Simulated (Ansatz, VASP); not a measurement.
## NaF (Villiaumite) in two plane-wave programs

Wanted: the spread between two codes on one cell, functional and k mesh. Of the first pair: The cell is taken from a series of runs on this material, whose earlier steps may have relaxed, scaled, displaced or heated it; both programs get it as it stands.

Method: plane waves, with VASP 6.6.1 beside it; relaxation of cell and atoms at PBEsol and relaxation of cell and atoms at LDA, in Ansatz 0.2.0.

## 1. Set-up

The structure is cubic, space group Fm-3m (No. 225). Conventional cell: a = 4.634 Å, b = 4.634 Å, c = 4.634 Å, α = 90.00°, β = 90.00°, γ = 90.00°. Na has 6 F at 2.32 Å nearest. F has 6 Na at 2.32 Å nearest. Farther neighbours and most contacts between anions are not listed.

## 2. VASP: relaxation of cell and atoms, PBEsol

The relaxed volume is the usual yardstick between codes: in a stiff, nearly cubic crystal its relative difference is about their pressure difference at one cell divided by the bulk modulus.

Lines of VASP's logs that name or quote its potential files are left out, and so is its time.

The input, INCAR:

```
SYSTEM = NaF
PREC = Accurate
ENCUT = 600
EDIFF = 1E-07
NELM = 120
ISMEAR = 0
SIGMA = 0.02
LREAL = .FALSE.
ALGO = Normal
GGA = PS
NBANDS = 13
LORBIT = 11
LWAVE = .FALSE.
LCHARG = .FALSE.
ISIF = 3
IBRION = 2
NSW = 80
EDIFFG = -0.005
LASPH = .TRUE.
GGA_COMPAT = .FALSE.
NELMIN = 4
EFERMI = MIDGAP
```

The input, POSCAR:

```
NaF
1.0
    0.0000000000      2.3170000000      2.3170000000
    2.3170000000      0.0000000000      2.3170000000
    2.3170000000      2.3170000000      0.0000000000
Na F
1 1
Direct
    0.0000000000      0.0000000000      0.0000000000
    0.5000000000      0.5000000000      0.5000000000
```

The input, KPOINTS:

```
Automatic mesh
0
Gamma
8 8 8
0 0 0
```

Potentials, in the order of the species: Na_pv and F (PBE family, release 64).

Launch:

```
> mpirun -np 1 vasp_std
```

Numbers of over 12 decimals in the logs are rounded to 6 here.

The log of the run:

```text
[banner, memory and clock lines left out]
running    1 mpi-ranks, on    1 nodes
 distrk:  each k-point on    1 cores,    1 groups
 distr:  one band on    1 cores,    1 groups

 POSCAR found type information on POSCAR NaF
 POSCAR found :  2 types and       2 ions
|                                                                             |
|               ----> ADVICE to this user running VASP <----                  |
|                                                                             |
|     You enforced a specific xc type in the INCAR file but a different       |
|     [... a line on the potential file left out ...]
|     I HOPE YOU KNOW WHAT YOU ARE DOING!                                     |
|                                                                             |

 LDA part: xc-table for (Slater+PW92), standard interpolation
 POSCAR, INCAR and KPOINTS ok, starting setup
 FFT: planning ... GRIDC
 FFT: planning ... GRID_SOFT
 FFT: planning ... GRID
 WAVECAR not read
 entering main loop
       N       E                     dE             d eps       ncg     rms          rms(c)
DAV:   1     0.118728440911E+03    0.11873E+03   -0.83948E+03   764   0.141E+03
DAV:   2    -0.288858347819E+01   -0.12162E+03   -0.11105E+03   814   0.372E+02
DAV:   3    -0.947857818256E+01   -0.65900E+01   -0.65728E+01   919   0.813E+01
DAV:   4    -0.953909196411E+01   -0.60514E-01   -0.60510E-01   824   0.806E+00
DAV:   5    -0.953972450578E+01   -0.63254E-03   -0.63254E-03   904   0.833E-01    0.490E+00
DAV:   6    -0.878608841437E+01    0.75364E+00   -0.27590E+00   904   0.156E+01    0.182E+00
DAV:   7    -0.877150822847E+01    0.14580E-01   -0.35151E-02   764   0.228E+00    0.103E+00
DAV:   8    -0.877024870780E+01    0.12595E-02   -0.26407E-02   774   0.372E+00    0.155E-01
DAV:   9    -0.877082628302E+01   -0.57758E-03   -0.52017E-03   889   0.730E-01    0.131E-01
DAV:  10    -0.877063081048E+01    0.19547E-03   -0.12784E-03   814   0.455E-01    0.127E-02
DAV:  11    -0.877063408410E+01   -0.32736E-05   -0.48199E-05   839   0.157E-01    0.692E-03
DAV:  12    -0.877063442029E+01   -0.33619E-06   -0.68127E-06   907   0.357E-02    0.323E-03
DAV:  13    -0.877063442412E+01   -0.38306E-08   -0.11551E-06   819   0.109E-02    0.185E-03
DAV:  14    -0.877063436554E+01    0.58582E-07   -0.30616E-07   769   0.886E-03
   1 F= -.87706344E+01 E0= -.87706344E+01  d E =-.877063E+01
 curvature:   0.00 expect dE= 0.000E+00 dE for cont linesearch  0.000E+00
 trial: gam= 0.00000 g(F)=  0.302E-59 g(S)=  0.120E-03 ort = 0.000E+00 (trialstep = 0.100E+01)
 search vector abs. value=  0.120E-03
 bond charge predicted
       N       E                     dE             d eps       ncg     rms          rms(c)
DAV:   1    -0.877185804695E+01   -0.12236E-02   -0.20065E-02   914   0.217E+00    0.267E-01
DAV:   2    -0.877082080369E+01    0.10372E-02   -0.37302E-03   924   0.617E-01    0.721E-02
DAV:   3    -0.877075068244E+01    0.70121E-04   -0.16298E-04   859   0.272E-01    0.369E-02
DAV:   4    -0.877072297251E+01    0.27710E-04   -0.21759E-05   900   0.160E-01    0.651E-03
DAV:   5    -0.877072186984E+01    0.11027E-05   -0.38429E-06   895   0.290E-02    0.163E-03
DAV:   6    -0.877072174240E+01    0.12744E-06   -0.52778E-07   799   0.128E-02    0.701E-04
DAV:   7    -0.877072177513E+01   -0.32735E-07   -0.25762E-08   417   0.217E-03
   2 F= -.87707218E+01 E0= -.87707218E+01  d E =-.874096E-04
 trial-energy change:   -0.000087  1 .order   -0.000086   -0.000120   -0.000051
 step:   1.5872(harm=  1.7351)  dis= 0.00000  next Energy=    -8.770737 (dE=-0.103E-03)
 bond charge predicted
       N       E                     dE             d eps       ncg     rms          rms(c)
DAV:   1    -0.877113484325E+01   -0.41310E-03   -0.69293E-03   909   0.127E+00    0.157E-01
DAV:   2    -0.877077640939E+01    0.35843E-03   -0.12844E-03   919   0.362E-01    0.424E-02
DAV:   3    -0.877075229851E+01    0.24111E-04   -0.55870E-05   859   0.160E-01    0.217E-02
DAV:   4    -0.877074308512E+01    0.92134E-05   -0.74874E-06   905   0.940E-02    0.381E-03
DAV:   5    -0.877074276425E+01    0.32087E-06   -0.13226E-06   860   0.170E-02    0.952E-04
DAV:   6    -0.877074275091E+01    0.13335E-07   -0.18128E-07   635   0.752E-03
   3 F= -.87707428E+01 E0= -.87707428E+01  d E =-.108385E-03
 curvature:  -0.83 expect dE=-0.632E-06 dE for cont linesearch -0.632E-06
 trial: gam=-0.07313 g(F)=  0.199E-59 g(S)=  0.759E-06 ort = 0.955E-05 (trialstep = 0.112E+01)
 search vector abs. value=  0.489E-08
 reached required accuracy - stopping structural energy minimisation
```

Parts of OUTCAR (step 2):

```text
ion  position               nearest neighbor table
   1  0.000  0.000  0.000-   2 2.32   2 2.32   2 2.32   2 2.32   2 2.32   2 2.32
   2  0.500  0.500  0.500-   1 2.32   1 2.32   1 2.32   1 2.32   1 2.32   1 2.32

  LATTYP: Found a face centered cubic cell.
 ALAT       =     4.6340000000

 Subroutine GETGRP returns: Found 48 space group operations
 (whereof 48 operations were pure point group operations)

The static configuration has the point symmetry O_h .

 Found     29 irreducible k-points:

   k-points           NKPTS =     29   k-points in BZ     NKDIM =     29   number of bands    NBANDS=     13

   dimension x,y,z NGX =    28 NGY =   28 NGZ =   28
   dimension x,y,z NGXF=    56 NGYF=   56 NGZF=   56

   ENCUT  =  600.0 eV  44.10 Ry    6.64 a.u.   6.54  6.54  6.54*2*pi/ulx,y,z

   NELECT =      14.0000    total number of electrons

 k-points in reciprocal lattice and weights: Automatic mesh
   0.00000000  0.00000000  0.00000000       0.002
   0.12500000  0.00000000  0.00000000       0.016
   0.25000000  0.00000000  0.00000000       0.016
   0.37500000  0.00000000  0.00000000       0.016
   0.50000000  0.00000000  0.00000000       0.008
   0.12500000  0.12500000  0.00000000       0.012
   0.25000000  0.12500000  0.00000000       0.047
   0.37500000  0.12500000  0.00000000       0.047
   0.50000000  0.12500000  0.00000000       0.047
[...]
-0.37500000  0.50000000  0.12500000       0.023
  -0.25000000  0.50000000  0.25000000       0.012

 average (electrostatic) potential at core
       1 -46.6239       2 -77.3102

 E-fermi :   0.9346

 k-point     1 :       0.0000    0.0000    0.0000
  band No.  band energies     occupation
    ...
      3     -20.9127      2.00000
      4     -20.9127      2.00000
      5      -2.1590      2.00000
      6      -2.1590      2.00000
      7      -2.1590      2.00000
      8       4.0282      0.00000
      9      16.7193      0.00000
     10      16.7193      0.00000
     11      16.7193      0.00000
     12      19.4136      0.00000
    ...

 k-point     2 :       0.1250    0.0000    0.0000
  band No.  band energies     occupation
    ...
      3     -20.9145      2.00000
      4     -20.7101      2.00000
      5      -2.4634      2.00000
      6      -2.1979      2.00000
      7      -2.1979      2.00000
      8       4.5806      0.00000
      9      14.9379      0.00000
     10      16.9598      0.00000
     11      16.9598      0.00000
     12      21.2294      0.00000
    ...

 k-point     3 :       0.2500    0.0000    0.0000
  band No.  band energies     occupation
    ...
      3     -20.9190      2.00000
      4     -20.4348      2.00000
      5      -3.0801      2.00000
      6      -2.2904      2.00000
      7      -2.2904      2.00000
      8       5.9047      0.00000
      9      12.8417      0.00000
     10      17.4912      0.00000
     11      17.4912      0.00000
     12      20.5619      0.00000
    ...

  Total       -0.0032382     -0.0032382     -0.0032382      0.0000000      0.0000000     -0.0000000
  in kB       -0.2095254     -0.2095254     -0.2095254      0.0000000      0.0000000     -0.0000000
  external PRESSURE =      -0.2095254 kB  Pullay stress =       0.0000000 kB

  energy-cutoff  :      600.00
  volume of cell :       24.76
      direct lattice vectors                 reciprocal lattice vectors
     0.000000000  2.313384476  2.313384476    -0.216133550  0.216133550  0.216133550
     2.313384476  0.000000000  2.313384476     0.216133550 -0.216133550  0.216133550
     2.313384476  2.313384476  0.000000000     0.216133550  0.216133550 -0.216133550

 POSITION                                       TOTAL-FORCE (eV/Angst)
 -----------------------------------------------------------------------------------
      0.00000      0.00000      0.00000         0.000000      0.000000      0.000000
      2.31338      2.31338      2.31338        -0.000000     -0.000000     -0.000000
 -----------------------------------------------------------------------------------
    total drift:                                0.000000      0.000000      0.000000

  FREE ENERGIE OF THE ION-ELECTRON SYSTEM (eV)
  ---------------------------------------------------
  free  energy   TOTEN  =        -8.7707427509 eV

  energy  without entropy=       -8.7707427509  energy(sigma->0) =       -8.77074275

 reached required accuracy - stopping structural energy minimisation

 total charge
# of ion       s       p       d       tot
------------------------------------------
    1        0.051   5.997   0.000   6.048
    2        1.721   4.371   0.000   6.092
--------------------------------------------------
tot          1.772  10.368   0.000  12.141

[... 3 further parts left out ...]
```

CONTCAR:

```
NaF
   1.00000000000000
     0.0000000000000000    2.3133844759803850    2.3133844759803850
     2.3133844759803850    0.0000000000000000    2.3133844759803850
     2.3133844759803850    2.3133844759803850    0.0000000000000000
  Na              F
     1     1
Direct
     0.0000000000000000    0.0000000000000000    0.0000000000000000
     0.5000000000000000    0.5000000000000000    0.5000000000000000
```

## 3. Ansatz: relaxation of cell and atoms, PBEsol

Ansatz runs on its default PAW (the set named soft_2) files.

The same cell, functional, mesh and smearing now go to Ansatz.

The input, input.yaml:

```yaml
crystal:
  lattice:
    - [0.0, 2.317, 2.317]
    - [2.317, 0.0, 2.317]
    - [2.317, 2.317, 0.0]
  atoms:
    - { symbol: Na, position: [0.0, 0.0, 0.0] }
    - { symbol: F, position: [0.5, 0.5, 0.5] }
kpoints:
  mp_grid: { grid: [8, 8, 8] }
hamiltonian:
  xc: pbesol
scf:
  occupations: { method: gaussian, width: 0.02 }
output:
  forces: true
  stress: true
  eigenvalues: true
  write_density: true
  write_potential: true
  elf: true
  volumetric_format: npy
basis:
  ecutwfc: 420.0
relax:
  adjacent_minimum: "off"
  f_tol: 0.005
  max_steps: 60
  cell: { stress_tol: 0.03 }
```

Launch:

```
> ansatz run input.yaml --threads 4 --pin off --max-ram 8192MiB --backend cpu --events-out ev --progress --plain --runs-dir out
```

The log of the run:

```text
Engine: ansatz 0.2.0, aarch64-unknown-linux-gnu
Pseudopotentials: kind: paw
Pseudopotential: Na, paw, valence charge 9, recommended cutoff 420 eV (normal), Na.paw.azcp
Pseudopotential: F, paw, valence charge 7, recommended cutoff 420 eV (normal), F.paw.azcp
Functional definition: PBEsol
  exchange = pbesol_x
  correlation = pbesol_c
Crystal: 2 atoms, lattice volume = 24.878 Å³
Basis set: ecut = 420 eV, 531 PW (Γ), exchange–correlation on 48×48×48 points (8 copies of the dense FFT grid, shifted against one another)
Bands: 12, of which v1, the nominal top of the filled ones, is band 8 counted from 1 (7 counted from 0)
Symmetry: 48 space group operations
Space group: Fm-3m (ITA 225), of the structure as read, at distance tolerance 2.9e-5 Å
k-points: 29 of 512
Non-local potential: Na, projectors of the file, l = 0: 3, l = 1: 2, l = 2: 1
Non-local potential: F, projectors of the file, l = 0: 2, l = 1: 2, l = 2: 1
PAW form: soft (Blöchl's): semilocal exchange-correlation on the pseudo side does not see the compensation charge
PAW frozen core: Na, regenerated for the run's functional, and the local potential with it (the file was generated under x = pbe(κ = 0.804, μ = 0.219515), c = pbe(β = 0.066725))
PAW frozen core: F, regenerated for the run's functional, and the local potential with it (the file was generated under x = pbe(κ = 0.804, μ = 0.219515), c = pbe(β = 0.066725))
PAW one-centre angular grid: Na, 110 points (default); XC on 64 Gauss nodes
PAW one-centre angular grid: F, 110 points (default); XC on 64 Gauss nodes
Initial density: superposition of atomic densities (neutral atoms: chi_scale 0, normalization atom), corrected by the library's trained network
Initial wavefunctions: pseudopotential atomic-orbital guess
Functional: x = pbesol(κ = 0.804, μ = 0.123457), c = pbesol(β = 0.046)
SCF iter   1: F=—  HF=-2278.929609 eV  |F-HF|=—  |Δ(HF+E_count)|=         —  Δρ=1.16e-2  dr2=2.01e-2  ethr=1.77e-3  ⟨swp⟩=5.9  Hψ=1945  notcnv=0
preconditioner: auto → none  [insulator: Δε(μ)=6.023 eV  Ē_g=26.088 eV  σ=0.020 eV  W_gap=1.00  n_scr=8 (ndim 8)  ℏωp=27.9 eV  f_vac=0.108  D(μ)=0.00/eV (n_scr^D=0)  ε∞_Penn≈2.1]
SCF iter   2: F=—  HF=-2278.923338 eV  |F-HF|=—  |Δ(HF+E_count)|=   6.27e-3  Δρ=5.00e-3  dr2=3.45e-3  ethr=1.26e-4  ⟨swp⟩=2.0  Hψ=798  notcnv=0
SCF iter   3: F=—  HF=-2278.922280 eV  |F-HF|=—  |Δ(HF+E_count)|=   1.06e-3  Δρ=4.69e-4  dr2=3.52e-5  ethr=2.16e-5  ⟨swp⟩=2.0  Hψ=546  notcnv=0
SCF iter   4: F=—  HF=-2278.922295 eV  |F-HF|=—  |Δ(HF+E_count)|=   1.54e-5  Δρ=1.07e-4  dr2=6.56e-7  ethr=2.20e-7  ⟨swp⟩=2.0  Hψ=580  notcnv=0
SCF iter   5: F=—  HF=-2278.922299 eV  |F-HF|=—  |Δ(HF+E_count)|=   3.03e-6  Δρ=4.72e-5  dr2=3.86e-7  ethr=4.10e-9  ⟨swp⟩=2.0  Hψ=551  notcnv=0
SCF iter   6: F=-2278.922298 eV  HF=-2278.922298 eV  |F-HF|=4.67e-9  |Δ(HF+E_count)|=   7.80e-8  Δρ=6.61e-6  dr2=7.46e-9  ethr=6.25e-10  ⟨swp⟩=5.0  Hψ=1855  notcnv=0
SCF 1 converged in 6 iterations: F = -2278.922298 eV  dr2 = 7.46e-9
  greatest PAW one-centre occupation: 0.999 electrons in one spin orbital (limit 2), on the Na atom at site 0 (counted from 0), in its partial waves of l = 0
relax step   1: F+E_penalty+E_count = -2278.92229843 eV  Δ(F+E_penalty+E_count) = +0.000e0 eV  max|allowed force component| = 1.611e-29 eV/Å  Δτ_max = 0.0000 Å  P = -0.154 GPa  Ω = 24.878 Å³  (6 SCF iters, dr2 threshold 1.00e-7 eV, accepted)
[...]
relax step   2: F+E_penalty+E_count = -2278.92240636 eV  Δ(F+E_penalty+E_count) = -1.079e-4 eV  max|allowed force component| = 5.193e-30 eV/Å  Δτ_max = 0.0000 Å  P = -0.095 GPa  Ω = 24.850 Å³  energy of the carried Pulay correction = +8.658e-5 eV  (4 SCF iters, dr2 threshold 5.96e-8 eV, accepted)
[...]
relax step   3: F+E_penalty+E_count = -2278.92255657 eV  Δ(F+E_penalty+E_count) = -1.502e-4 eV  max|allowed force component| = 7.494e-30 eV/Å  Δτ_max = 0.0000 Å  P = +0.001 GPa  Ω = 24.807 Å³  energy of the carried Pulay correction = +2.241e-4 eV  (5 SCF iters, dr2 threshold 2.24e-8 eV, accepted)
[...]
relax step   4: F+E_penalty+E_count = -2278.92240738 eV  Δ(F+E_penalty+E_count) = +1.492e-4 eV  max|allowed force component| = 6.451e-30 eV/Å  Δτ_max = 0.0000 Å  P = -0.017 GPa  Ω = 24.807 Å³  stress off target by 1.66e-2 GPa  SCF on the basis re-selected at this cell (its energy is not comparable with the rows above)  (6 SCF iters)
basis re-selected at this cell: Δ(F+E_penalty+E_count) = +1.492e-4 eV, ΔP = -0.018 GPa vs the last step (what re-selecting the basis moved, of the pressure what is left beyond the Pulay correction that the steps carried, after the strain that the cell walked since its last selection, with what the two solves' SCF thresholds leave and, on support functions, any second-order correction that the steps lacked; it is no m [...]
SCF converged after 6 iterations
Free energy (F): -2278.922407 eV
Harris-Foulkes:  -2278.922407 eV  (|F-HF|=9.09e-13)
Internal energy: -2278.922407 eV  (E = F + TS)
E sigma→0 (E₀):  -2278.922407 eV
Fermi energy:    4.046211 eV
--- Per-component energies (eV) ---
  E_band       = -232.693138
  E_kinetic    = 328.466872
  E_local      = -1689.505838  (includes V_loc(G=0)·N_el)
  E_nonlocal   = 189.830635
  E_hartree    = 597.768119
  E_xc         = -118.093159
  E_vxc        = -152.454094  (∫ρ·V_xc dr)
  E_paw        = -447.018911  (= ΣΔE_a)
  E_vpaw       = -104.568934  (= ΣTr[D̂ρ^β])
  E_aug_tail   = 0.001978  (compensation charges beyond the density's cutoff)
  E_ewald      = -1140.469241
  E_core_change = 0.097136  (= ΣΔE_core)
  E_smearing   = -0.000000  (= −TS)
  E_closure    = 0.000000  (closes the sum)
  Σ components = -2278.922407   (vs F -2278.922407, Δ=0.00e0)
--- Forces (eV/Å), atoms counted from 1 ---
  atom   1  Na    -0.00000000     0.00000000    -0.00000000
  atom   2  F      0.00000000    -0.00000000     0.00000000
  max |Σ_I F_I| component: 1.23e-29 eV/Å
--- Stress (GPa, compression-positive) ---
       -0.016644      -0.000000      -0.000000
       -0.000000      -0.016644      -0.000000
        0.000000      -0.000000      -0.016644
  P = ⅓ Tr σ = -0.0166 GPa (-0.166 kbar)
--- Band table (eV; the first three rows and the last of 29) ---
  k-point 0: bands = [... 4 lower, -17.8152, 0.9478, 0.9478, 0.9478, 7.1446, 19.8004, 19.8004, 19.8004]
  k-point 1: bands = [... 4 lower, -17.6069, 0.6462, 0.9094, 0.9094, 7.6945, 18.0285, 20.0413, 20.0413]
  k-point 2: bands = [... 4 lower, -17.3321, 0.0344, 0.8176, 0.8176, 9.0145, 15.9393, 20.5771, 20.5771]
  k-point 28: bands = [... 4 lower, -17.3700, 0.0574, 0.0574, 0.3676, 14.0059, 14.0059, 16.1316, 17.7601]
--- Relaxed structure (3 steps of the walk, 3 accepted, 1 SCFs on fresh bases) ---
  F+E_penalty+E_count = -2278.92240738 eV   max|allowed force component| = 6.451e-30 eV/Å   (the final SCF, on the basis selected at the relaxed cell)
  cell:  # Å, volume = 24.8066 Å³
    - [0, 2.314796, 2.314796]
    - [2.314796, 0, 2.314796]
    - [2.314796, 2.314796, 0]
  atoms:
    - { symbol: Na, position: [0, 0, 0] }
    - { symbol: F, position: [0.5, 0.5, 0.5] }
```

In the SCF lines HF is the Harris–Foulkes energy and dr2 the Hartree energy of the density residual, in eV; the loop may stop once dr2 is under the threshold and the program's other checks hold. Hψ counts applications of the Hamiltonian.

## 4. Side by side

Known differences besides the potentials themselves: the data sets hold 16 valence electrons in Ansatz (on its default PAW (the set named soft_2) files) and 14 in VASP; the cutoff is 420 eV in Ansatz and 600 eV in VASP; Ansatz makes its cores anew for this functional, VASP keeps those of its PBE data sets; Ansatz adds a Pulay correction to the stress that steers its cell, VASP none. Total energies have different zeros and are not compared.

Compared:

```csv
quantity,Ansatz,VASP,difference
volume (Å³),24.81,24.76,+0.18 %
"edge a after relaxation, in the typed setting (Å)",3.274,3.272,+0.06 %
```

(Continued in part 2 of 2.)

[Lines on the potential files, build, host, timing and source positions are cut from VASP's logs without a mark.]

[Logs are printed without paths, hosts, clocks, repeated set-up lines and the standing remarks that a program may print on its own settings, such as how far it seeks lower states.]

[Hosts, paths, dates, database ids (printed as entryN), source tags and the programs' standing remarks are cut or masked in the printed files.]
